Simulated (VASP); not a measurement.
Here is the system:

```xyz
2
Lattice="-1.4542 1.4542 3.7463 1.4542 -1.4542 3.7463 1.4542 1.4542 -3.7463" Properties=species:S:1:pos:R:3 pbc="T T T"
Li     0.0000     0.0000     3.7463
S      0.0000     1.4542     1.8731
```

Calculation: PBEsol GGA, VASP's PBE PAW potentials (set 64) (plane waves; VASP). Settings: 520 eV cut-off, Gaussian smearing of 0.050 eV, potentials Li_sv S.

Task: Give the energies of bands 3 to 7 at the high-symmetry points, in eV from the Fermi level.

Result: 
```
band      Γ      X      P      N      M      S      R
----  -----  -----  -----  -----  -----  -----  -----
3     -3.40  -3.85  -3.98  -5.42  -5.00  -5.15  -3.70
4      0.96  -3.80  -3.67  -2.86   0.66  -3.35  -3.68
5      0.96  -1.85  -1.89   1.70   0.66   1.59  -2.14
6      3.04   3.08   3.70   3.10   7.29   4.42   3.70
7      7.88   6.20   5.80   8.47   7.57   7.29   6.07
```

It has no gap at this level: it comes out as a metal or semimetal.

The structure comes from a computed database's LiS entry (I-4m2); how it stands against other phases isn't given here. It was relaxed first, which changed the volume by -5 %. The electron count is odd and the run is not spin-polarised, which forces a metal.
